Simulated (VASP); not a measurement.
Input of a VASP 6.6.1 run:

Contents of INCAR:

```
  ALGO = Normal
  EDIFF = 1E-7
  ENCUT = 520
  ISIF = 2
  ISMEAR = -1
  LASPH = T
  LCHARG = F
  LMIXTAU = T
  LREAL = F
  LWAVE = F
  METAGGA = R2SCAN
  NBANDS = 14
  NELM = 100
  PREC = Accurate
  SIGMA = 0.1
```

File KPOINTS:

```
k-points
0
Gamma
  10 10 10
```

POSCAR

```
RbN
1.0
    0.0000000000      2.8049530000      2.8049530000
    2.8049530000      0.0000000000      2.8049530000
    2.8049530000      2.8049530000      0.0000000000
Rb N
1 1
Direct
    0.5000000000      0.5000000000      0.5000000000
    0.0000000000      0.0000000000      0.0000000000
```

Potentials or basis: VASP PAW PBE potentials, release 64 (Rb_sv, N).

Launch:

```bash
$ cat potpaw_PBE.64/Rb_sv/POTCAR potpaw_PBE.64/N/POTCAR > POTCAR
$ mpirun -np 1 vasp_std > vasp.out
```

(1) Estimate the band gap on the k mesh.

(2) What does it give for the pressure?

Answers

(1) none (metal or under the smearing width).

(2) 3.0 GPa.

Caveat: the PAW data sets were made with another functional, which shifts forces and pressure a little.
